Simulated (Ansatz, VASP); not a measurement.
# Cross-check of SrLiClO between VASP and Ansatz, part 2 of 2

One calculation is typed for both programs; each brings its own data sets. How far apart do they land? The cell is generated by rule, not measured, and may not be a known phase. The cell is taken from a series of runs on this material, whose earlier steps may have relaxed, scaled, displaced or heated it; both programs get it as it stands.

VASP 6.6.1 and Ansatz 0.2.0.

So far: Starting point; VASP: relaxation of cell and atoms, LDA, pair 1.

### 3. Ansatz: relaxation of cell and atoms, LDA, pair 1

Level of this step: Ansatz beside VASP: Kohn-Sham DFT, plane waves, LDA (Ansatz).

Ansatz runs on its default PAW (the set named soft_2) files.

The same cell, functional (in two slightly different forms), mesh and smearing now go to Ansatz, which takes its cutoff from its data sets.

input.yaml reads:

```yaml
crystal:
  lattice:
    - [2.5042905392, 2.5042905392, 0.0]
    - [-2.5042905392, 2.5042905392, 0.0]
    - [0.0, 0.0, 10.2993254208]
  atoms:
    - { symbol: Cl, position: [0.5, 0.5, 0.5120791716] }
    - { symbol: Cl, position: [0.0, 0.0, 0.7379208284] }
    - { symbol: Li, position: [0.0, 0.0, 0.4593943435] }
    - { symbol: Li, position: [0.5, 0.5, 0.7906056565] }
    - { symbol: O, position: [0.5, 0.5, -0.0014721438] }
    - { symbol: O, position: [0.0, 0.0, 0.2514721438] }
    - { symbol: Sr, position: [0.0, 0.0, 0.0049806191] }
    - { symbol: Sr, position: [0.5, 0.5, 0.2450193809] }
kpoints:
  mp_grid: { grid: [6, 6, 2] }
hamiltonian:
  xc: lda
scf:
  occupations: { method: gaussian, width: 0.02 }
output:
  forces: true
  stress: true
  eigenvalues: true
relax:
  adjacent_minimum: "off"
  f_tol: 0.005
  max_steps: 80
  cell: { stress_tol: 0.05 }
```

Started as:

```sh
> ansatz run input.yaml --threads 8 --pin off --max-ram 14336MiB --backend cpu --events-out ev --progress --plain --runs-dir out
```

Numbers of over 12 decimals in the logs are rounded to 6 here.

The log of the run:

```text
Engine: ansatz 0.2.0, x86_64-unknown-linux-gnu
Pseudopotentials: kind: paw
Pseudopotential: Cl, paw, valence charge 7, recommended cutoff 420 eV (normal), Cl.paw.azcp
Pseudopotential: Li, paw, valence charge 3, recommended cutoff 420 eV (normal), Li.paw.azcp
Pseudopotential: O, paw, valence charge 6, recommended cutoff 420 eV (normal), O.paw.azcp
Pseudopotential: Sr, paw, valence charge 10, recommended cutoff 420 eV (normal), Sr.paw.azcp
Functional definition: SPW92
  exchange = slater_x
  correlation = pw_c
Crystal: 8 atoms, lattice volume = 129.184 Å³
Basis set: ecut = 420 eV, 2511 PW (Γ)
Bands: 34, of which v1, the nominal top of the filled ones, is band 26 counted from 1 (25 counted from 0)
Symmetry: 16 space group operations
Space group: P4/nmm (ITA 129), of the structure as read, at distance tolerance 5.1e-5 Å
k-points: 20 of 72
Non-local potential: Cl, projectors of the file, l = 0: 2, l = 1: 2, l = 2: 2
Non-local potential: Li, projectors of the file, l = 0: 3, l = 1: 2, l = 2: 1
Non-local potential: O, projectors of the file, l = 0: 2, l = 1: 2, l = 2: 1
Non-local potential: Sr, projectors of the file, l = 0: 3, l = 1: 2, l = 2: 2
PAW form: soft (Blöchl's): semilocal exchange-correlation on the pseudo side does not see the compensation charge
PAW frozen core: Cl, regenerated for the run's functional, and the local potential with it (the file was generated under x = pbe(κ = 0.804, μ = 0.219515), c = pbe(β = 0.066725))
PAW frozen core: O, regenerated for the run's functional, and the local potential with it (the file was generated under x = pbe(κ = 0.804, μ = 0.219515), c = pbe(β = 0.066725))
PAW frozen core: Sr, regenerated for the run's functional, and the local potential with it (the file was generated under x = pbe(κ = 0.804, μ = 0.219515), c = pbe(β = 0.066725))
PAW one-centre angular grid: Cl, 110 points (default); XC on 64 Gauss nodes
PAW one-centre angular grid: Li, 110 points (default); XC on 64 Gauss nodes
PAW one-centre angular grid: O, 110 points (default); XC on 64 Gauss nodes
PAW one-centre angular grid: Sr, 110 points (default); XC on 64 Gauss nodes
Initial density: superposition of atomic densities (neutral atoms: chi_scale 0, normalization atom), corrected by the library's trained network
Initial wavefunctions: pseudopotential atomic-orbital guess
Functional: x = slater, c = lda
SCF iter   1: F=—  HF=-10504.265072 eV  |F-HF|=—  |Δ(HF+E_count)|=         —  Δρ=1.20e-2  dr2=1.79e-1  ethr=1.77e-3  ⟨swp⟩=9.1  Hψ=3839  notcnv=0  defer=1
preconditioner: auto → Resta (q_TF=auto, 2.344 Å⁻¹)  ε∞=3.4  [insulator: Δε(μ)=3.282 eV  Ē_g=13.908 eV  σ=0.020 eV  W_gap=1.00  n_scr=26 (ndim 8)  ℏωp=21.7 eV  f_vac=0.000  D(μ)=0.00/eV (n_scr^D=0)  ε∞_Penn≈3.4]
SCF iter   2: F=—  HF=-10504.218900 eV  |F-HF|=—  |Δ(HF+E_count)|=   4.62e-2  Δρ=3.82e-3  dr2=1.73e-2  ethr=3.44e-4  ⟨swp⟩=2.8  Hψ=1113  notcnv=0  defer=46
SCF iter   3: F=—  HF=-10504.213505 eV  |F-HF|=—  |Δ(HF+E_count)|=   5.40e-3  Δρ=1.16e-3  dr2=1.38e-3  ethr=3.33e-5  ⟨swp⟩=2.3  Hψ=1152  notcnv=0  defer=47
SCF iter   4: F=—  HF=-10504.213145 eV  |F-HF|=—  |Δ(HF+E_count)|=   3.60e-4  Δρ=1.73e-4  dr2=4.81e-5  ethr=2.65e-6  ⟨swp⟩=2.5  Hψ=1045  notcnv=0  defer=47
SCF iter   5: F=—  HF=-10504.213152 eV  |F-HF|=—  |Δ(HF+E_count)|=   6.64e-6  Δρ=4.34e-5  dr2=3.64e-6  ethr=9.24e-8  ⟨swp⟩=2.0  Hψ=915  notcnv=0  defer=47
SCF iter   6: F=—  HF=-10504.213151 eV  |F-HF|=—  |Δ(HF+E_count)|=   5.08e-7  Δρ=1.05e-5  dr2=2.47e-7  ethr=7.01e-9  ⟨swp⟩=2.0  Hψ=853  notcnv=0  defer=47
SCF iter   7: F=-10504.213151 eV  HF=-10504.213151 eV  |F-HF|=1.63e-8  |Δ(HF+E_count)|=   4.62e-8  Δρ=3.40e-6  dr2=2.12e-8  ethr=1.92e-10  ⟨swp⟩=11.7  Hψ=3314  notcnv=0
SCF 1 converged in 7 iterations: F = -10504.213151 eV  dr2 = 2.12e-8
  greatest PAW one-centre occupation: 1.000 electrons in one spin orbital (limit 2), on the Li atom at site 3 (counted from 0), in its partial waves of l = 0
relax step   1: F+E_penalty+E_count = -10504.21315106 eV  Δ(F+E_penalty+E_count) = +0.000e0 eV  max|allowed force component| = 7.866e-3 eV/Å  Δτ_max = 0.0000 Å  P = -0.047 GPa  Ω = 129.184 Å³  (7 SCF iters, dr2 threshold 1.00e-7 eV, accepted)
[...]
relax step   4: F+E_penalty+E_count = -10504.21324065 eV  Δ(F+E_penalty+E_count) = +3.442e-5 eV  max|allowed force component| = 1.995e-3 eV/Å  Δτ_max = 0.0015 Å  P = -0.002 GPa  Ω = 129.202 Å³  energy of the carried Pulay correction = -2.979e-5 eV  (6 SCF iters, dr2 threshold 1.07e-8 eV, accepted)
[...]
relax step   5: F+E_penalty+E_count = -10504.21319303 eV  Δ(F+E_penalty+E_count) = +4.762e-5 eV  max|allowed force component| = 1.972e-3 eV/Å  Δτ_max = 0.0000 Å  P = -0.002 GPa  Ω = 129.202 Å³  stress off target by 1.51e-2 GPa  SCF on the basis re-selected at this cell (its energy is not comparable with the rows above)  (8 SCF iters)
basis re-selected at this cell: Δ(F+E_penalty+E_count) = +4.762e-5 eV, ΔP = +0.000 GPa vs the last step (what re-selecting the basis moved, of the pressure what is left beyond the Pulay correction that the steps carried, after the strain that the cell walked since its last selection, with what the two solves' SCF thresholds leave and, on support functions, any second-order correction that the steps lacked; it is no m [...]
SCF converged after 8 iterations
Free energy (F): -10504.213193 eV
Harris-Foulkes:  -10504.213193 eV  (|F-HF|=0.00e0)
Internal energy: -10504.213193 eV  (E = F + TS)
E sigma→0 (E₀):  -10504.213193 eV
Fermi energy:    7.223897 eV
--- Per-component energies (eV) ---
  E_band       = -337.056996
  E_kinetic    = 1214.730251
  E_local      = -2947.426090  (includes V_loc(G=0)·N_el)
  E_nonlocal   = 507.336193
  E_hartree    = 928.226952
  E_xc         = -727.620481
  E_vxc        = -788.997004  (∫ρ·V_xc dr)
  E_paw        = -6775.526727  (= ΣΔE_a)
  E_vpaw       = -179.159415  (= ΣTr[D̂ρ^β])
  E_aug_tail   = 0.005164  (compensation charges beyond the density's cutoff)
  E_ewald      = -2705.101552
  E_core_change = 1.163097  (= ΣΔE_core)
  E_smearing   = -0.000000  (= −TS)
  E_closure    = -0.000000  (closes the sum)
  Σ components = -10504.213193   (vs F -10504.213193, Δ=0.00e0)
--- Forces (eV/Å), atoms counted from 1 ---
  atom   1  Cl    -0.00000000     0.00000000    -0.00070185
  atom   2  Cl    -0.00000000     0.00000000     0.00070185
  atom   3  Li     0.00000000    -0.00000000    -0.00112794
  atom   4  Li     0.00000000    -0.00000000     0.00112794
  atom   5  O      0.00000000     0.00000000     0.00197195
  atom   6  O      0.00000000     0.00000000    -0.00197195
  atom   7  Sr    -0.00000000     0.00000000    -0.00196777
  atom   8  Sr    -0.00000000     0.00000000     0.00196777
  max |Σ_I F_I| component: 4.34e-19 eV/Å
--- Stress (GPa, compression-positive) ---
        0.004978       0.000000       0.000000
        0.000000       0.004978       0.000000
        0.000000       0.000000      -0.015086
  P = ⅓ Tr σ = -0.0017 GPa (-0.017 kbar)
--- Band table (eV; the first three rows and the last of 20) ---
  k-point 0: bands = [... 22 lower, 5.4325, 5.4325, 5.4459, 5.4459, 8.9972, 10.0265, 10.5589, 11.6660, ... 4 higher]
  k-point 1: bands = [... 22 lower, 5.4203, 5.4203, 5.4505, 5.4505, 9.0025, 10.4564, 10.5289, 11.1478, ... 4 higher]
  k-point 2: bands = [... 22 lower, 4.8732, 4.9171, 5.1022, 5.1279, 9.7498, 10.7336, 11.2023, 11.8710, ... 4 higher]
  k-point 19: bands = [... 22 lower, 5.2644, 5.2644, 5.3024, 5.3024, 9.5031, 9.5031, 11.5502, 11.5502, ... 4 higher]
--- Relaxed structure (4 steps of the walk, 4 accepted, 1 SCFs on fresh bases) ---
  F+E_penalty+E_count = -10504.21319303 eV   max|allowed force component| = 1.972e-3 eV/Å   (the final SCF, on the basis selected at the relaxed cell)
  cell:  # Å, volume = 129.2018 Å³
    - [2.502348, 2.502348, 0.0]
    - [-2.502348, 2.502348, 0.0]
    - [0.0, 0.0, 10.316755]
  atoms:
    - { symbol: Cl, position: [0.5, 0.5, 0.511596] }
    - { symbol: Cl, position: [0, 0, 0.738404] }
    - { symbol: Li, position: [0, 0, 0.458982] }
    - { symbol: Li, position: [0.5, 0.5, 0.791018] }
    - { symbol: O, position: [0.5, 0.5, -0.00143763] }
    - { symbol: O, position: [0, 0, 0.251438] }
    - { symbol: Sr, position: [0, 0, 0.00505875] }
    - { symbol: Sr, position: [0.5, 0.5, 0.244941] }
```

In the SCF lines HF is the Harris–Foulkes energy and dr2 the Hartree energy of the density residual, in eV; the loop may stop once dr2 is under the threshold and the program's other checks hold. Hψ counts applications of the Hamiltonian.

### 4. Comparison

Known differences besides the potentials themselves: the two LDA forms differ slightly; the cutoff is 420 eV in Ansatz and 750 eV in VASP; VASP's log shows a relativistic correction to its local exchange, Ansatz's none; Ansatz adds a Pulay correction to the stress that steers its cell, VASP none. Total energies have different zeros and are not compared.

Both answers:

```
                                         quantity  Ansatz    VASP  difference
                                      volume (Å³)  129.20  129.71     -0.39 %
edge a after relaxation, in the typed setting (Å)   3.539   3.547     -0.22 %
edge c after relaxation, in the typed setting (Å)  10.317  10.311     +0.06 %
```

### 5. VASP: relaxation of cell and atoms, LDA, pair 2

The relaxed volume is the usual yardstick between codes: in a stiff, nearly cubic crystal its relative difference is about their pressure difference at one cell divided by the bulk modulus.

INCAR reads:

```
SYSTEM = SrLiClO
PREC = Accurate
ENCUT = 750
EDIFF = 1E-07
NELM = 120
ISMEAR = 0
SIGMA = 0.01
LREAL = .FALSE.
ALGO = Normal
GGA = CA
NBANDS = 34
LORBIT = 11
LWAVE = .FALSE.
LCHARG = .FALSE.
ISIF = 3
IBRION = 2
NSW = 80
EDIFFG = -0.005
LASPH = .TRUE.
GGA_COMPAT = .FALSE.
NELMIN = 4
EFERMI = MIDGAP
KPAR = 2
```

POSCAR reads:

```
SrLiClO
1.0
    2.5023480000      2.5023480000      0.0000000000
   -2.5023480000      2.5023480000      0.0000000000
    0.0000000000      0.0000000000     10.3167550000
Cl Li O Sr
2 2 2 2
Direct
    0.5000000000      0.5000000000      0.5115961366
    0.0000000000      0.0000000000      0.7384037907
    0.0000000000      0.0000000000      0.4589821121
    0.5000000000      0.5000000000      0.7910178152
    0.5000000000      0.5000000000      0.9985623386
    0.0000000000      0.0000000000      0.2514375887
    0.0000000000      0.0000000000      0.0050587612
    0.5000000000      0.5000000000      0.2449412630
```

KPOINTS reads:

```
Automatic mesh
0
Gamma
8 8 2
0 0 0
```

Potentials, in the order of the species: Cl, Li_sv, O and Sr_sv (LDA family, release 64).

Started as:

```sh
> mpirun -np 2 vasp_std
```

The log of the run:

```text
[... set-up lines as in an earlier step ...]
 entering main loop
       N       E                     dE             d eps       ncg     rms          rms(c)
DAV:   1     0.444274318389E+03    0.44427E+03   -0.31698E+04  2040   0.198E+03
DAV:   2    -0.899435072394E+01   -0.45327E+03   -0.43795E+03  2572   0.410E+02
DAV:   3    -0.453632212313E+02   -0.36369E+02   -0.36204E+02  3052   0.102E+02
DAV:   4    -0.476360138549E+02   -0.22728E+01   -0.22658E+01  3464   0.222E+01
[...]
DAV:  16    -0.425716310475E+02    0.70748E-05   -0.42435E-05  2646   0.296E-02    0.807E-03
DAV:  17    -0.425716313377E+02   -0.29023E-06   -0.41507E-06  2840   0.108E-02    0.561E-03
DAV:  18    -0.425716313269E+02    0.10775E-07   -0.30585E-07  2182   0.245E-03
   1 F= -.42571631E+02 E0= -.42571631E+02  d E =-.425716E+02
[... from here on, the cycles between the ionic steps are left out ...]
   2 F= -.42572510E+02 E0= -.42572510E+02  d E =-.878882E-03
   3 F= -.42572514E+02 E0= -.42572514E+02  d E =-.882415E-03
   7 F= -.42572630E+02 E0= -.42572630E+02  d E =-.303673E-04
   8 F= -.42572679E+02 E0= -.42572679E+02  d E =-.791447E-04
   9 F= -.42572681E+02 E0= -.42572681E+02  d E =-.814050E-04
  10 F= -.42572691E+02 E0= -.42572691E+02  d E =-.956684E-05
  11 F= -.42572688E+02 E0= -.42572688E+02  d E =-.655044E-05
  12 F= -.42572695E+02 E0= -.42572695E+02  d E =-.137245E-04
  13 F= -.42572702E+02 E0= -.42572702E+02  d E =-.689781E-05
  14 F= -.42572715E+02 E0= -.42572715E+02  d E =-.195480E-04
  15 F= -.42572704E+02 E0= -.42572704E+02  d E =-.880910E-05
  16 F= -.42572716E+02 E0= -.42572716E+02  d E =-.213791E-04
  17 F= -.42572731E+02 E0= -.42572731E+02  d E =-.146825E-04
 trial-energy change:   -0.000015  1 .order   -0.000015   -0.000018   -0.000011
 step:   2.9468(harm=  2.9468)  dis= 0.00215  next Energy=   -42.572740 (dE=-0.235E-04)
 reached required accuracy - stopping structural energy minimisation
```

Parts of OUTCAR (step 5):

```text
  Total        0.0016889      0.0016889     -0.0183719      0.0000000      0.0000000      0.0000000
  in kB        0.0208681      0.0208681     -0.2270010      0.0000000      0.0000000      0.0000000
  external PRESSURE =      -0.0617549 kB  Pullay stress =       0.0000000 kB

 POSITION                                       TOTAL-FORCE (eV/Angst)
 -----------------------------------------------------------------------------------
     -0.00000      2.50799      5.28166         0.000000      0.000000     -0.002385
     -0.00000     -0.00000      7.60280        -0.000000     -0.000000      0.002385
     -2.50799      2.50799      4.73473        -0.000000     -0.000000      0.004438
     -0.00000      2.50799      8.14973         0.000000      0.000000     -0.004438
     -0.00000      2.50799     10.28673         0.000000      0.000000     -0.001865
     -0.00000     -0.00000      2.59773        -0.000000     -0.000000      0.001865
     -0.00000      5.01598      0.04790        -0.000000     -0.000000      0.004865
     -0.00000      2.50799      2.52899         0.000000      0.000000     -0.004865
 -----------------------------------------------------------------------------------
    total drift:                                0.000000     -0.000000     -0.000757

  FREE ENERGIE OF THE ION-ELECTRON SYSTEM (eV)
  ---------------------------------------------------
  free  energy   TOTEN  =       -42.5727310816 eV

  energy  without entropy=      -42.5727310816  energy(sigma->0) =      -42.57273108

[... 1 part as in an earlier step ...]

[... 3 further parts left out ...]
[key lines of the parts left out:]
E-fermi :   3.3864
```

### 6. Ansatz: relaxation of cell and atoms, LDA, pair 2

The same cell, functional (in two slightly different forms) and mesh now go to Ansatz, which takes its cutoff from its data sets.

The cell is taken from a series of runs on this material, whose earlier steps may have relaxed, scaled, displaced or heated it; both programs get it as it stands.

input.yaml reads:

```yaml
crystal:
  lattice:
    - [2.5023482207, 2.5023482207, 0.0]
    - [-2.5023482207, 2.5023482207, 0.0]
    - [0.0, 0.0, 10.3167545708]
  atoms:
    - { symbol: Cl, position: [0.5, 0.5, 0.5115961899] }
    - { symbol: Cl, position: [0.0, 0.0, 0.7384038101] }
    - { symbol: Li, position: [0.0, 0.0, 0.4589821233] }
    - { symbol: Li, position: [0.5, 0.5, 0.7910178767] }
    - { symbol: O, position: [0.5, 0.5, -0.0014376256] }
    - { symbol: O, position: [0.0, 0.0, 0.2514376256] }
    - { symbol: Sr, position: [0.0, 0.0, 0.0050587536] }
    - { symbol: Sr, position: [0.5, 0.5, 0.2449412464] }
kpoints:
  mp_grid: { grid: [8, 8, 2] }
hamiltonian:
  xc: lda
scf:
  occupations: { method: fixed }
output:
  forces: true
  stress: true
  eigenvalues: true
relax:
  adjacent_minimum: "off"
  f_tol: 0.001
  max_steps: 60
  cell: { stress_tol: 0.01 }
```

Started as:

```sh
> ansatz run input.yaml --threads 8 --pin off --max-ram 14336MiB --backend cpu --events-out ev --progress --plain --runs-dir out
```

The log of the run:

```text
[...]
Crystal: 8 atoms, lattice volume = 129.202 Å³
Basis set: ecut = 420 eV, 2519 PW (Γ)
Bands: 34, of which v1, the nominal top of the filled ones, is band 26 counted from 1 (25 counted from 0)
Symmetry: 16 space group operations
[...]
k-points: 30 of 128
[...]
- [2.502298, 2.502298, 0]
    - [-2.502298, 2.502298, 0]
    - [0, 0, 10.317168]
  atoms:
    - { symbol: Cl, position: [0.5, 0.5, 0.511569] }
    - { symbol: Cl, position: [0, 0, 0.738431] }
    - { symbol: Li, position: [0, 0, 0.458930] }
    - { symbol: Li, position: [0.5, 0.5, 0.791070] }
    - { symbol: O, position: [0.5, 0.5, -0.0013988] }
    - { symbol: O, position: [0, 0, 0.251399] }
    - { symbol: Sr, position: [0, 0, 0.00506291] }
    - { symbol: Sr, position: [0.5, 0.5, 0.244937] }
[key lines of the parts left out:]
SCF converged after 10 iterations
Free energy (F): -10504.213379 eV
Fermi energy:    5.450220 eV
P = ⅓ Tr σ = 0.0020 GPa (0.020 kbar)
```

### 7. Differences

What differs besides the data sets and the points named for the pairs above, as far as they apply: fixed occupations in Ansatz, narrow Gaussian smearing in VASP. Total energies have different zeros and are not compared.

The two programs side by side:

```
                                         quantity  Ansatz    VASP  difference
                                      volume (Å³)  129.20  129.67     -0.36 %
edge a after relaxation, in the typed setting (Å)   3.539   3.547     -0.23 %
edge c after relaxation, in the typed setting (Å)  10.317  10.308     +0.09 %
```

### 8. Summary of results

```
difference in volume (relaxation of cell and atoms, LDA, pair 1) : -0.39 %
difference in volume (relaxation of cell and atoms, LDA, pair 2) : -0.36 %
```

**Reading.** The difference in volume is -0.39 % (relaxation of cell and atoms, LDA, pair 1), within the 1.2 % picked in this series as the mark of a large difference, as far as the stopping tolerances let one tell. 1 further run of this series is not shown here. How closely two codes agree says nothing of how well the functional describes the real material.

[Lines on the potential files, build, host, timing and source positions are cut from VASP's logs without a mark.]

[Logs are printed without paths, hosts, clocks, repeated set-up lines and the standing remarks that a program may print on its own settings, such as how far it seeks lower states.]

[Hosts, paths, dates, database ids (printed as entryN), source tags and the programs' standing remarks are cut or masked in the printed files.]
